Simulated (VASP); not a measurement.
All values below come from PBE GGA, VASP's PBE PAW potentials (set 64) (plane waves; VASP).

Input for VASP

### KPOINTS
```
Automatic mesh
0
G
6 6 6
0 0 0
```

INCAR:
```
ALGO = Normal
EDIFF = 1E-6
ENCUT = 300
GGA = PE
ISIF = 2
ISMEAR = 0
LASPH = .TRUE.
LCHARG = .FALSE.
LMAXMIX = 4
LREAL = .FALSE.
LWAVE = .FALSE.
NELM = 100
PREC = Accurate
SIGMA = 0.136
SYSTEM = AgAs
```

POSCAR:
```
AgAs
1
    3.2085120000     0.0000000000     0.0000000000
    0.0000000000     3.2085120000     0.0000000000
    0.0000000000     0.0000000000     3.2085120000
Ag As
1 1
Direct
  0.0000000000   0.0000000000   0.0000000000
  0.5000000000   0.5000000000   0.5000000000
```

POTCAR, in this order: Ag As (PBE.64 set). Program: vasp_std.

Output of the run:

**OSZICAR**
```
       N       E                     dE             d eps       ncg     rms          rms(c)
DAV:   1     0.419335043413E+02    0.41934E+02   -0.54023E+03   560   0.752E+02
DAV:   2    -0.644265729562E+01   -0.48376E+02   -0.45512E+02   536   0.175E+02
DAV:   3    -0.724061047621E+01   -0.79795E+00   -0.79512E+00   556   0.234E+01
DAV:   4    -0.724304637560E+01   -0.24359E-02   -0.24357E-02   528   0.141E+00
DAV:   5    -0.724306207943E+01   -0.15704E-04   -0.15705E-04   548   0.114E-01    0.790E+00
DAV:   6    -0.666932228990E+01    0.57374E+00   -0.26187E+00   500   0.241E+01    0.712E+00
DAV:   7    -0.663250547379E+01    0.36817E-01   -0.18988E-01   496   0.584E+00    0.363E+00
DAV:   8    -0.662448458381E+01    0.80209E-02   -0.14273E-02   520   0.127E+00    0.412E-01
DAV:   9    -0.662335343354E+01    0.11312E-02   -0.24557E-03   512   0.781E-01    0.513E-02
DAV:  10    -0.662335195663E+01    0.14769E-05   -0.20746E-04   524   0.136E-01    0.186E-02
DAV:  11    -0.662335254796E+01   -0.59133E-06   -0.13902E-05   524   0.406E-02    0.823E-03
DAV:  12    -0.662335196176E+01    0.58619E-06   -0.45298E-07   304   0.561E-03
   1 F= -.66233520E+01 E0= -.66187954E+01  d E =-.911303E-02
```

File OUTCAR:
```
------------------------ aborting loop because EDIFF is reached ----------------------------------------
  FORCE on cell =-STRESS in cart. coord.  units (eV):
  Direction    XX          YY          ZZ          XY          YZ          ZX
  --------------------------------------------------------------------------------------
  Total        3.4741819      3.4741819      3.4741819     -0.0000000      0.0000000      0.0000000
  in kB      168.5202624    168.5202624    168.5202624     -0.0000000      0.0000000      0.0000000
  external PRESSURE =     168.5202624 kB  Pullay stress =       0.0000000 kB
  volume of cell :       33.03
      direct lattice vectors                 reciprocal lattice vectors
     3.208512000  0.000000000  0.000000000     0.311670955  0.000000000  0.000000000
     0.000000000  3.208512000  0.000000000     0.000000000  0.311670955  0.000000000
     0.000000000  0.000000000  3.208512000     0.000000000  0.000000000  0.311670955
 POSITION                                       TOTAL-FORCE (eV/Angst)
 -----------------------------------------------------------------------------------
      0.00000      0.00000      0.00000         0.000000      0.000000      0.000000
      1.60426      1.60426      1.60426         0.000000      0.000000      0.000000
 -----------------------------------------------------------------------------------
    total drift:                               -0.000000     -0.000000      0.000000
  FREE ENERGIE OF THE ION-ELECTRON SYSTEM (eV)
  ---------------------------------------------------
  free  energy   TOTEN  =        -6.6233519618 eV

  energy  without entropy=       -6.6142389325  energy(sigma->0) =       -6.61879545
```
(Selected blocks of OUTCAR.)

At this cut-off the stress carries a Pulay error, which pulls relaxed volumes low.

The structure was generated: AgAs was put into an ordered model structure, which need not be its known phase. The cell was not relaxed at this level. The k-mesh is coarse (spacing up to 0.33 per Å, 2π included), so the numbers may not be converged in it. The run is one of a series of settings (KPOINTS 6×6×6 Γ-centred mesh against the base run), some of them coarse on purpose.
